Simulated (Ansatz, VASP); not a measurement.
# AlNi3 in two plane-wave programs

Wanted: the spread between two codes on one cell, functional and k mesh. The cell is taken from a series of runs on this material, whose earlier steps may have relaxed, scaled, displaced or heated it; both programs get it as it stands.

Program: Ansatz 0.2.0. Level of theory: plane waves, with VASP 6.6.1 beside it; single point at PBE. Results are calculated unless marked as measured.

### 1. Starting point

Symmetry: Pm-3m, No. 221, cubic system. Conventional cell: a = 3.558 Å, b = 3.558 Å, c = 3.558 Å, α = 90.00°, β = 90.00°, γ = 90.00°. Al has 12 Ni at 2.52 Å nearest. Nearest to Ni lie 4 Al at 2.52 Å and 8 Ni at 2.52 Å. Farther neighbours are not listed.

### 2. Ansatz: single point, PBE, pair 1

Ansatz runs on its PAW soft_1 files.

With cell and atoms fixed, the geometry can't cause a difference; cores, projectors, grids and the points listed under the comparison can.

Contents of input.yaml:

```yaml
crystal:
  lattice:
    - [3.55793873, 0.0, 0.0]
    - [0.0, 3.55793873, 0.0]
    - [0.0, 0.0, 3.55793873]
  atoms:
    - { symbol: Al, position: [0.0, 0.0, 0.0] }
    - { symbol: Ni, position: [0.0, 0.5, 0.5], spin: 1.0 }
    - { symbol: Ni, position: [0.5, 0.0, 0.5], spin: 1.0 }
    - { symbol: Ni, position: [0.5, 0.5, 0.0], spin: 1.0 }
magnetization:
  spin_polarized: true
kpoints:
  mp_grid: { grid: [12, 12, 12] }
hamiltonian:
  xc: pbe
  pseudopotentials: { kind: paw, azcp: { folder: soft_1 } }
scf:
  occupations: { method: fermi_dirac, width: 0.05 }
  max_iter: 120
  convergence: { dr2_threshold: 1.0e-08 }
  lower_state_search: "off"
basis:
  ecutwfc: 420.0
output:
  stress: true
```

Started as:

```sh
ansatz run input.yaml --threads 1 --pin off --max-ram 2560MiB --backend cpu --events-out ev --progress --plain --runs-dir out
```

Numbers of over 12 decimals in the logs are rounded to 6 here.

What it wrote:

```text
Warning: output.stress: scf.convergence.dr2_threshold = 1e-8 eV is looser than the 4e-10 eV advised for a printed stress (1e-10 eV for each atom of the cell: 4). What an SCF threshold leaves in a stress goes as its square root, and in the free energy as the threshold itself, and one threshold admits the most on a small cell: [figures from the program's tests cut] Set scf.convergence.dr2_threshold to 4e-10 eV or tighter. The threshold is an SCF's pass mark: one that does not reach it within its budget of iterations ends unconverged, or closes short of it on a stop that the run arms, and scf.convergence.dr2_threshold's page says what that costs each kind of run
Engine: ansatz 0.2.0, x86_64-unknown-linux-gnu
Pseudopotentials: kind: paw
Pseudopotential: Al, paw, valence charge 3, recommended cutoff 420 eV (normal), soft_1/Al.paw.azcp
Pseudopotential: Ni, paw, valence charge 18, recommended cutoff 420 eV (normal), soft_1/Ni.paw.azcp
Functional definition: PBE
  parameter kappa = 0.804
  parameter beta = 0.066725
  exchange = pbe_x(kappa = kappa, mu = beta*pi^2/3)
  correlation = pbe_c(beta = beta)
Crystal: 4 atoms, lattice volume = 45.040 Å³
Basis set: ecut = 420 eV, 895 PW (Γ)
Bands: 36, of which v1, the nominal top of the filled ones, is band 29 counted from 1 (28 counted from 0)
Symmetry: 48 space group operations
Space group: Pm-3m (ITA 221), of the structure as read, at distance tolerance 3.6e-5 Å
Magnetic group: BNS 221.92 (UNI 1594), of the structure as read, at distance tolerance 3.6e-5 Å
k-points: 84 of 1728
Non-local potential: Al, projectors of the file, l = 0: 2, l = 1: 2, l = 2: 1
Non-local potential: Ni, projectors of the file, l = 0: 3, l = 1: 2, l = 2: 3, l = 3: 1
PAW form: soft (Blöchl's): semilocal exchange-correlation on the pseudo side does not see the compensation charge
PAW one-centre angular grid: Al, 110 points (default); XC on 64 Gauss nodes
PAW one-centre angular grid: Ni, 590 points (default); XC on 64 Gauss nodes
Initial density: superposition of atomic densities (chi_scale 0.1, normalization cell)
Starting moments: Σ|m| = 3 μB on 3 of 4 sites
Initial wavefunctions: pseudopotential atomic-orbital guess
Functional: x = pbe(κ = 0.804, μ = 0.219515), c = pbe(β = 0.066725)
iter 1 solved again at ethr=3.04e-3 eV; its pass at ethr=3.10e-3 eV (dr2=1.73e0 eV) is discarded
SCF iter   1: F=—  HF=-18058.618013 eV  |F-HF|=—  |Δ(HF+E_count)|=         —  Δρ=9.54e-2 (↑4.44e-2 ↓9.54e-2)  dr2=1.72e0  dr2_m=1.90e0  M=0.967 μB ∫|m|=1.246 μB  β_m=0.30  ethr=3.04e-3  ⟨swp⟩=1.1  Hψ=29034  notcnv=0
preconditioner: auto → Kerker (q_TF=auto, 2.838 Å⁻¹)  [metal: Δε(μ)=0.001 eV  Ē_g=8.556 eV  σ=0.050 eV  W_gap=0.00  n_scr=18 (ndim 8)  ℏωp=31.8 eV  f_vac=0.000  D(μ)=3.31/eV (n_scr^D=32)]
spin=Collinear: Kerker preconditioning applied to the charge; magnetization (m = ρ↑ − ρ↓) channel mixes plain (no charge-response kernel on spin).
SCF iter   2: F=—  HF=-18058.512581 eV  |F-HF|=—  |Δ(HF+E_count)|=   1.05e-1  Δρ=5.21e-2 (↑5.21e-2 ↓4.61e-2)  dr2=4.00e-1  dr2_m=9.19e-1  M=0.984 μB ∫|m|=1.266 μB  β_m=0.30  ethr=3.02e-3  ⟨swp⟩=2.8  Hψ=9340  notcnv=0
SCF iter   3: F=—  HF=-18058.487335 eV  |F-HF|=—  |Δ(HF+E_count)|=   2.52e-2  Δρ=4.06e-2 (↑3.55e-2 ↓4.06e-2)  dr2=3.16e-1  dr2_m=5.59e-1  M=0.912 μB ∫|m|=1.191 μB  β_m=0.30  ethr=7.02e-4  ⟨swp⟩=2.0  Hψ=8212  notcnv=0  defer=265
SCF iter   4: F=—  HF=-18058.386013 eV  |F-HF|=—  |Δ(HF+E_count)|=   1.01e-1  Δρ=3.03e-2 (↑3.03e-2 ↓2.20e-2)  dr2=2.79e-2  dr2_m=2.76e-1  M=0.919 μB ∫|m|=1.190 μB  β_m=0.30  ethr=5.54e-4  ⟨swp⟩=2.8  Hψ=9921  notcnv=0  defer=272
SCF iter   5: F=—  HF=-18058.396441 eV  |F-HF|=—  |Δ(HF+E_count)|=   1.04e-2  Δρ=2.21e-2 (↑2.21e-2 ↓1.87e-2)  dr2=7.45e-3  dr2_m=1.69e-1  M=0.881 μB ∫|m|=1.146 μB  β_m=0.30  ethr=4.89e-5  ⟨swp⟩=2.5  Hψ=9232  notcnv=0  defer=278
SCF iter   6: F=—  HF=-18058.402486 eV  |F-HF|=—  |Δ(HF+E_count)|=   6.05e-3  Δρ=1.65e-2 (↑1.65e-2 ↓1.47e-2)  dr2=1.85e-3  dr2_m=1.00e-1  M=0.858 μB ∫|m|=1.116 μB  β_m=0.30  ethr=1.31e-5  ⟨swp⟩=2.0  Hψ=11536  notcnv=0  defer=279
SCF iter   7: F=—  HF=-18058.408800 eV  |F-HF|=—  |Δ(HF+E_count)|=   6.31e-3  Δρ=1.24e-2 (↑1.24e-2 ↓1.24e-2)  dr2=1.28e-4  dr2_m=6.33e-2  M=0.833 μB ∫|m|=1.084 μB  β_m=0.30  ethr=3.25e-6  ⟨swp⟩=1.5  Hψ=6752  notcnv=0  defer=279
SCF iter   8: F=—  HF=-18058.412643 eV  |F-HF|=—  |Δ(HF+E_count)|=   3.84e-3  Δρ=1.02e-2 (↑9.57e-3 ↓1.02e-2)  dr2=1.16e-4  dr2_m=4.05e-2  M=0.812 μB ∫|m|=1.058 μB  β_m=0.30  ethr=2.25e-7  ⟨swp⟩=2.0  Hψ=11081  notcnv=0  defer=279
Mixer restart at iter 8: flushing history
spin-set hold released at iteration 8 (site moments contracting): the magnetisation degrees of freedom join the quasi-Newton model from the next iteration; the mixer history was flushed
SCF iter   9: F=—  HF=-18058.415174 eV  |F-HF|=—  |Δ(HF+E_count)|=   2.53e-3  Δρ=8.37e-3 (↑7.51e-3 ↓8.37e-3)  dr2=2.20e-4  dr2_m=2.60e-2  M=0.796 μB ∫|m|=1.036 μB  β_m=0.54  ethr=2.04e-7  ⟨swp⟩=2.6  Hψ=9939  notcnv=0  defer=279
SCF iter  10: F=—  HF=-18058.419503 eV  |F-HF|=—  |Δ(HF+E_count)|=   4.33e-3  Δρ=2.79e-3 (↑2.79e-3 ↓5.06e-4)  dr2=1.27e-3  dr2_m=1.08e-3  M=0.743 μB ∫|m|=0.956 μB  β_m=0.49  ethr=2.04e-7  ⟨swp⟩=2.5  Hψ=11979  notcnv=0  defer=279
SCF iter  11: F=—  HF=-18058.419428 eV  |F-HF|=—  |Δ(HF+E_count)|=   7.56e-5  Δρ=6.17e-4 (↑5.24e-4 ↓6.17e-4)  dr2=1.50e-5  dr2_m=1.31e-4  M=0.724 μB ∫|m|=0.932 μB  β_m=0.74  ethr=2.04e-7  ⟨swp⟩=2.0  Hψ=10739  notcnv=0  defer=279
SCF iter  12: F=—  HF=-18058.419549 eV  |F-HF|=—  |Δ(HF+E_count)|=   1.21e-4  Δρ=4.46e-4 (↑4.46e-4 ↓1.70e-4)  dr2=3.79e-5  dr2_m=2.84e-5  M=0.721 μB ∫|m|=0.920 μB  β_m=0.87  ethr=2.64e-8  ⟨swp⟩=2.0  Hψ=9577  notcnv=0  defer=279
SCF iter  13: F=—  HF=-18058.419593 eV  |F-HF|=—  |Δ(HF+E_count)|=   4.37e-5  Δρ=1.02e-4 (↑1.02e-4 ↓7.75e-5)  dr2=8.87e-6  dr2_m=1.55e-7  M=0.716 μB ∫|m|=0.906 μB  β_m=0.83  ethr=2.64e-8  ⟨swp⟩=2.4  Hψ=10838  notcnv=0  defer=279
SCF iter  14: F=—  HF=-18058.419580 eV  |F-HF|=—  |Δ(HF+E_count)|=   1.30e-5  Δρ=7.42e-5 (↑4.35e-5 ↓7.42e-5)  dr2=3.51e-6  dr2_m=1.27e-7  M=0.715 μB ∫|m|=0.905 μB  β_m=0.92  ethr=1.56e-8  ⟨swp⟩=2.0  Hψ=8232  notcnv=0  defer=279
SCF iter  15: F=—  HF=-18058.419579 eV  |F-HF|=—  |Δ(HF+E_count)|=   1.60e-7  Δρ=2.86e-5 (↑9.92e-6 ↓2.86e-5)  dr2=3.51e-7  dr2_m=4.58e-8  M=0.715 μB ∫|m|=0.905 μB  β_m=0.80  ethr=6.16e-9  ⟨swp⟩=1.0  Hψ=5770  notcnv=0  defer=279
iter 16 did not close the SCF: its close was put off for a magnetic moment that had not settled (scf_convergence_deferred on its scf_iter line)
SCF iter  16: F=-18058.419579 eV  HF=-18058.419579 eV  |F-HF|=5.32e-9  |Δ(HF+E_count)|=   3.27e-8  Δρ=5.01e-6 (↑1.78e-6 ↓5.01e-6)  dr2=5.65e-9  dr2_m=4.08e-9  M=0.715 μB ∫|m|=0.904 μB  β_m=0.87  ethr=1.75e-11  ⟨swp⟩=3.5  Hψ=23724  notcnv=0
SCF iter  17: F=-18058.419579 eV  HF=-18058.419579 eV  |F-HF|=1.53e-10  |Δ(HF+E_count)|=  2.15e-10  Δρ=5.00e-7 (↑5.00e-7 ↓3.22e-7)  dr2=2.28e-10  dr2_m=3.49e-11  M=0.715 μB ∫|m|=0.904 μB  ethr=9.91e-12  ⟨swp⟩=2.1  Hψ=18943  notcnv=0
SCF 1 converged in 17 iterations: F = -18058.419579 eV  dr2 = 2.28e-10
  greatest PAW one-centre occupation: 1.000 electrons in one spin orbital (limit 2), on the Ni atom at site 2 (counted from 0), in its partial waves of l = 1
SCF converged after 17 iterations
Magnetization: 0.7147 μB (28.8574 up, 28.1426 down)
Absolute magnetization: 0.9043 μB (∫|ρ↑−ρ↓|, with the PAW one-centre terms)
Spin contamination: 0.0127 ħ² per cell (⟨S²⟩ above its minimum at these occupations)
Per-site moments (μB) at R_I (Å): [(-0.016830, 1.037785), (0.265952, 1.037785), (0.265952, 1.037785), (0.265952, 1.037785)]
Free energy (F): -18058.419579 eV
Harris-Foulkes:  -18058.419579 eV  (|F-HF|=1.53e-10)
Internal energy: -18058.392225 eV  (E = F + TS)
E sigma→0 (E₀):  -18058.405902 eV
Entropy (-TS):   -0.027354 eV (-6.839 meV/atom)
Fermi energy:    15.714585 eV
--- Per-component energies (eV) ---
  E_band       = -940.790889
  E_kinetic    = 1048.219223
  E_local      = -9900.866431  (includes V_loc(G=0)·N_el)
  E_nonlocal   = -344.646417
  E_hartree    = 5263.501668
  E_xc         = -378.882173
  E_vxc        = -469.494120  (∫ρ·V_xc dr)
  E_paw        = -5439.783269  (= ΣΔE_a)
  E_vpaw       = -1801.007789  (= ΣTr[D̂ρ^β])
  E_aug_tail   = 0.002355  (compensation charges beyond the density's cutoff)
  E_ewald      = -8305.937180
  E_smearing   = -0.027354  (= −TS)
  E_closure    = -0.000000  (closes the sum)
  Σ components = -18058.419579   (vs F -18058.419579, Δ=0.00e0)
--- Stress (GPa, compression-positive) ---
        1.365760       0.000000       0.000000
        0.000000       1.365760       0.000000
        0.000000       0.000000       1.365760
  P = ⅓ Tr σ = 1.3658 GPa (13.658 kbar)
```

Reading the cycles: dr2 is the Hartree energy of the density residual (eV), the measure of convergence; HF is the Harris–Foulkes estimate of the energy, which meets the free energy F at convergence.

The run ends at a pressure of 1.37 GPa.

### 3. VASP: single point, PBE, pair 1

The same cell, functional, mesh and smearing now go to VASP, with its own data sets.

Lines of VASP's logs that name or quote its potential files are left out, and so is its time.

Contents of INCAR:

```
SYSTEM = AlNi3
PREC = Accurate
ENCUT = 600
EDIFF = 1E-06
NELM = 200
ISMEAR = -1
SIGMA = 0.05
LREAL = .FALSE.
ALGO = Normal
GGA = PE
NBANDS = 25
ISPIN = 2
MAGMOM = -0.02 0.27 0.27 0.27
LASPH = .TRUE.
LMAXMIX = 4
LORBIT = 11
LWAVE = .FALSE.
LCHARG = .FALSE.
ISIF = 2
GGA_COMPAT = .FALSE.
KPAR = 2
```

Contents of POSCAR:

```
AlNi3
1.0
    3.5579387300      0.0000000000      0.0000000000
    0.0000000000      3.5579387300      0.0000000000
    0.0000000000      0.0000000000      3.5579387300
Al Ni
1 3
Direct
    0.0000000000      0.0000000000      0.0000000000
    0.0000000000      0.5000000000      0.5000000000
    0.5000000000      0.0000000000      0.5000000000
    0.5000000000      0.5000000000      0.0000000000
```

Contents of KPOINTS:

```
Automatic mesh
0
Gamma
12 12 12
0 0 0
```

Potentials, in the order of the species: Al and Ni (PBE family, release 64).

Started as:

```sh
mpirun -np 2 vasp_std
```

What it wrote:

```text
[banner, memory and clock lines left out]
running    2 mpi-ranks, on    1 nodes
 distrk:  each k-point on    1 cores,    2 groups
 distr:  one band on    1 cores,    1 groups

 POSCAR found type information on POSCAR AlNi
 POSCAR found :  2 types and       4 ions
 LDA part: xc-table for (Slater+PW92), standard interpolation
 POSCAR, INCAR and KPOINTS ok, starting setup
 FFT: planning ... GRIDC
 FFT: planning ... GRID_SOFT
 FFT: planning ... GRID
 WAVECAR not read
 entering main loop
       N       E                     dE             d eps       ncg     rms          rms(c)
DAV:   1     0.201328513973E+03    0.20133E+03   -0.15529E+04  8496   0.186E+03
DAV:   2    -0.153059274091E+02   -0.21663E+03   -0.20305E+03  8401   0.331E+02
DAV:   3    -0.259504200759E+02   -0.10644E+02   -0.10063E+02  9663   0.977E+01
DAV:   4    -0.261193593536E+02   -0.16894E+00   -0.16874E+00 10226   0.110E+01
DAV:   5    -0.261253278314E+02   -0.59685E-02   -0.59682E-02 10463   0.189E+00    0.195E+01
DAV:   6    -0.271329034624E+02   -0.10076E+01   -0.40391E+01  9690   0.114E+02    0.213E+01
DAV:   7    -0.219581200200E+02    0.51748E+01   -0.14118E+01  9858   0.626E+01    0.235E+00
DAV:   8    -0.219258003628E+02    0.32320E-01   -0.28464E-01  8937   0.371E+00    0.138E+00
DAV:   9    -0.219034339082E+02    0.22366E-01   -0.26877E-02 11393   0.238E+00    0.543E-01
DAV:  10    -0.219041797156E+02   -0.74581E-03   -0.19148E-03 10034   0.435E-01    0.441E-01
DAV:  11    -0.219067951840E+02   -0.26155E-02   -0.14126E-03 10289   0.694E-01    0.409E-01
DAV:  12    -0.219082933357E+02   -0.14982E-02   -0.62433E-03 10053   0.146E+00    0.245E-01
DAV:  13    -0.219088442146E+02   -0.55088E-03   -0.10968E-03  9976   0.586E-01    0.297E-02
DAV:  14    -0.219088479249E+02   -0.37103E-05   -0.51203E-05 11012   0.919E-02    0.206E-02
DAV:  15    -0.219088414597E+02    0.64651E-05   -0.63135E-06  8275   0.294E-02    0.351E-02
DAV:  16    -0.219088504834E+02   -0.90237E-05   -0.86560E-06  9163   0.553E-02    0.708E-03
DAV:  17    -0.219088509004E+02   -0.41697E-06   -0.17239E-06  5195   0.178E-02
   1 F= -.21908851E+02 E0= -.21894671E+02  d E =-.283589E-01  mag=     0.6836
```

Parts of OUTCAR (step 3):

```text
ion  position               nearest neighbor table
   1  0.000  0.000  0.000-   2 2.52   3 2.52   4 2.52   2 2.52   3 2.52   2 2.52   4 2.52   2 2.52
                             3 2.52   4 2.52   3 2.52   4 2.52
   2  0.000  0.500  0.500-   1 2.52   3 2.52   4 2.52   1 2.52   4 2.52   1 2.52   3 2.52   1 2.52
                             3 2.52   4 2.52   4 2.52   3 2.52
   3  0.500  0.000  0.500-   1 2.52   2 2.52   4 2.52   1 2.52   4 2.52   2 2.52   4 2.52   4 2.52
                             1 2.52   2 2.52   1 2.52   2 2.52
   4  0.500  0.500  0.000-   1 2.52   2 2.52   3 2.52   2 2.52   3 2.52   1 2.52   3 2.52   3 2.52
                             1 2.52   2 2.52   2 2.52   1 2.52

  LATTYP: Found a simple cubic cell.
 ALAT       =     3.5579387300

 Subroutine GETGRP returns: Found 48 space group operations
 (whereof 48 operations were pure point group operations)

The static configuration has the point symmetry O_h .

 Found     84 irreducible k-points:

   k-points           NKPTS =     84   k-points in BZ     NKDIM =     84   number of bands    NBANDS=     25

   dimension x,y,z NGX =    28 NGY =   28 NGZ =   28
   dimension x,y,z NGXF=    56 NGYF=   56 NGZF=   56

   ENCUT  =  600.0 eV  44.10 Ry    6.64 a.u.   7.11  7.11  7.11*2*pi/ulx,y,z

   NELECT =      33.0000    total number of electrons

 k-points in reciprocal lattice and weights: Automatic mesh
   0.00000000  0.00000000  0.00000000       0.001
   0.08333333  0.00000000  0.00000000       0.003
   0.16666667  0.00000000  0.00000000       0.003
   0.25000000  0.00000000  0.00000000       0.003
   0.33333333  0.00000000  0.00000000       0.003
   0.41666667  0.00000000  0.00000000       0.003
   0.50000000  0.00000000  0.00000000       0.002
   0.08333333  0.08333333  0.00000000       0.007
   0.16666667  0.08333333  0.00000000       0.014
[...]
0.50000000  0.50000000  0.41666667       0.003
   0.50000000  0.50000000  0.50000000       0.001

 average (electrostatic) potential at core
       1 -70.1071       2 -81.6017       3 -81.6017       4 -81.6017

 E-fermi :   9.5287

 spin component 1
 k-point     1 :       0.0000    0.0000    0.0000
  band No.  band energies     occupation
    ...
     12       8.9693      0.99999
     13       9.2663      0.99477
     14       9.4473      0.83584
     15       9.4473      0.83584
     16       9.4473      0.83583
     17      10.4006      0.00000
     18      10.4006      0.00000
     19      10.4006      0.00000
     20      16.0873      0.00000
     21      16.0873      0.00000
    ...

 k-point     2 :       0.0833    0.0000    0.0000
  band No.  band energies     occupation
    ...
     12       8.9704      0.99999
     13       9.2356      0.99716
     14       9.2458      0.99652
     15       9.2458      0.99652
     16       9.4474      0.83560
     17      10.0442      0.00003
     18      10.7117      0.00000
     19      10.7117      0.00000
     20      16.0817      0.00000
     21      16.3550      0.00000
    ...

 k-point     3 :       0.1667    0.0000    0.0000
  band No.  band energies     occupation
    ...
     13       8.9326      0.99999
     14       8.9699      0.99999
     15       9.1475      0.99951
     16       9.3479      0.97379
     17       9.4476      0.83503
     18      11.3481      0.00000
     19      11.3481      0.00000
     20      16.0651      0.00000
     21      16.5714      0.00000
     22      18.2890      0.00000
    ...

 k-point     4 :       0.2500    0.0000    0.0000
  band No.  band energies     occupation
    ...
     13       8.6713      1.00000
     14       8.8767      1.00000
     15       8.9283      0.99999
     16       9.0441      0.99994
     17       9.4479      0.83424
     18      12.1282      0.00000
     19      12.1282      0.00000
     20      16.0392      0.00000
     21      16.7265      0.00000
     22      18.8017      0.00000
    ...

 k-point     5 :       0.3333    0.0000    0.0000
  band No.  band energies     occupation
    ...
     13       8.4777      1.00000
     14       8.6231      1.00000
     15       8.7627      1.00000
     16       9.0223      0.99996
     17       9.4482      0.83346
     18      13.0152      0.00000
     19      13.0152      0.00000
     20      16.0085      0.00000
     21      16.9185      0.00000
     22      17.4800      0.00000
    ...

 k-point     6 :       0.4167    0.0000    0.0000
  band No.  band energies     occupation
    ...
     13       8.3554      1.00000
     14       8.4430      1.00000
     15       8.5764      1.00000
     16       9.0240      0.99996
     17       9.4484      0.83289
     18      13.9973      0.00000
     19      13.9973      0.00000
     20      15.9822      0.00000
     21      16.2343      0.00000
     22      16.2343      0.00000
    ...

  Total        0.3761833      0.3761833      0.3761833     -0.0000000     -0.0000000      0.0000000
  in kB       13.3818049     13.3818049     13.3818049     -0.0000000     -0.0000000      0.0000000
  external PRESSURE =      13.3818049 kB  Pullay stress =       0.0000000 kB

  energy-cutoff  :      600.00
  volume of cell :       45.04
      direct lattice vectors                 reciprocal lattice vectors
     3.557938730  0.000000000  0.000000000     0.281061613  0.000000000  0.000000000
     0.000000000  3.557938730  0.000000000     0.000000000  0.281061613  0.000000000
     0.000000000  0.000000000  3.557938730     0.000000000  0.000000000  0.281061613

 POSITION                                       TOTAL-FORCE (eV/Angst)
 -----------------------------------------------------------------------------------
      0.00000      0.00000      0.00000         0.000000      0.000000      0.000000
      0.00000      1.77897      1.77897         0.000000      0.000000      0.000000
      1.77897      0.00000      1.77897         0.000000      0.000000      0.000000
      1.77897      1.77897      0.00000         0.000000      0.000000      0.000000
 -----------------------------------------------------------------------------------
    total drift:                                0.000000      0.000000      0.000000

  FREE ENERGIE OF THE ION-ELECTRON SYSTEM (eV)
  ---------------------------------------------------
  free  energy   TOTEN  =       -21.9088509004 eV

  energy  without entropy=      -21.8804919630  energy(sigma->0) =      -21.89467143

 total charge
# of ion       s       p       d       tot
------------------------------------------
    1        0.409   0.393   0.000   0.802
    2        0.494   0.518   8.381   9.393
    3        0.494   0.518   8.381   9.393
    4        0.494   0.518   8.381   9.393
--------------------------------------------------
tot          1.890   1.948  25.144  28.981

 magnetization (x)
# of ion       s       p       d       tot
------------------------------------------
    1       -0.001  -0.008   0.000  -0.008
    2       -0.003  -0.009   0.257   0.244
    3       -0.003  -0.009   0.257   0.244
    4       -0.003  -0.009   0.257   0.244
--------------------------------------------------
tot         -0.010  -0.036   0.770   0.724

[... 6 further parts left out ...]
```

The magnetic state follows from one typed start and may not be the lowest.

### 4. Differences

Known differences besides the potentials themselves: VASP starts from the moments at which Ansatz ended; the data sets hold 57 valence electrons in Ansatz (on its PAW soft_1 files) and 33 in VASP; the cutoff is 420 eV in Ansatz and 600 eV in VASP; site moments are counted in spheres of each program's own size. Total energies have different zeros and are not compared.

Compared:

| quantity | Ansatz | VASP | difference |
| --- | --- | --- | --- |
| pressure (GPa) | 1.37 | 1.34 | +0.03 |
| total moment (μB) | 0.71 | 0.68 | +0.03 |
| moment on Ni2 (μB) | 0.27 | 0.24 | +0.02 |
| moment on Ni3 (μB) | 0.27 | 0.24 | +0.02 |
| moment on Ni4 (μB) | 0.27 | 0.24 | +0.02 |

(Continued in part 2 of 2.)

[Lines on the potential files, build, host, timing and source positions are cut from VASP's logs without a mark.]

[Logs are printed without paths, hosts, clocks, repeated set-up lines and the standing remarks that a program may print on its own settings, such as how far it seeks lower states.]

[Hosts, paths, dates, database ids (printed as entryN), source tags and the programs' standing remarks are cut or masked in the printed files.]
